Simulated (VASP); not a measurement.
Consider the following.

```xyz
2
Lattice="0.0000 2.4085 2.4085 2.4085 0.0000 2.4085 2.4085 2.4085 0.0000" Properties=species:S:1:pos:R:3 pbc="T T T"
Y      0.0000     0.0000     0.0000
N      2.4085     2.4085     2.4085
```

Level of theory: vdW-DF-cx, VASP's PBE PAW potentials (set 64) (plane waves; VASP). Settings: 520 eV cut-off, 9×9×9 Γ-centred mesh, Gaussian smearing of 0.050 eV, potentials Y_sv N.

Give the stress tensor in GPa (positive for a compressed cell).

```
5.50  0.00  0.00
0.00  5.50  0.00
0.00  0.00  5.50
```
The pressure is its mean diagonal, 5.50 GPa.

The compound is YN in the rock salt structure. This cell is one point of a volume scan, at 0.97 of the reference volume.
